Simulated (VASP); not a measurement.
Here is a VASP 6.6.1 calculation.

The input INCAR:

```
SYSTEM = Zn
  PREC = Accurate
  ENCUT = 520
  EDIFF = 1E-7
  ISMEAR = 0
  SIGMA = 0.1
  LREAL = .False.
  LASPH = .True.
  NELM = 80
  ALGO = Fast
  ISIF = 2
  LWAVE = .False.
  LCHARG = .False.
  LDIPOL = .True.
  IDIPOL = 3
  DIPOL = 0.5 0.5 0.500
  GGA = PE
  NBANDS = 38
```

Contents of KPOINTS:

```
regular mesh
0
Gamma
  15 15 1
  0 0 0
```

The input POSCAR:

```
Zn
1.0
    2.6333229228      0.0000000000      0.0000000000
   -1.3166614614      2.2805245476      0.0000000000
    0.0000000000      0.0000000000     25.2164898862
Zn
5
Direct
    0.3333333333      0.6666666667      0.2974244248
    0.6666666667      0.3333333333      0.3987122124
    0.3333333333      0.6666666667      0.5000000000
    0.6666666667      0.3333333333      0.6012877876
    0.3333333333      0.6666666667      0.7025755752
```

Potentials or basis: VASP PAW PBE potentials, release 64 (Zn).

Launch:

```sh
$ cat potpaw_PBE.64/Zn/POTCAR > POTCAR
$ mpirun -np 1 vasp_std > vasp.out
```

What does it give for the band gap on the k mesh?

None (metal or under the smearing width).

Predict the largest force.

0.058 eV/Å.

Forces in eV/Å, atoms in the order of the input:
```
Zn   0.000  0.000  0.000
Zn   0.000  0.000  0.058
Zn   0.000  0.000  0.000
Zn   0.000  0.000 -0.058
Zn   0.000  0.000  0.000
```
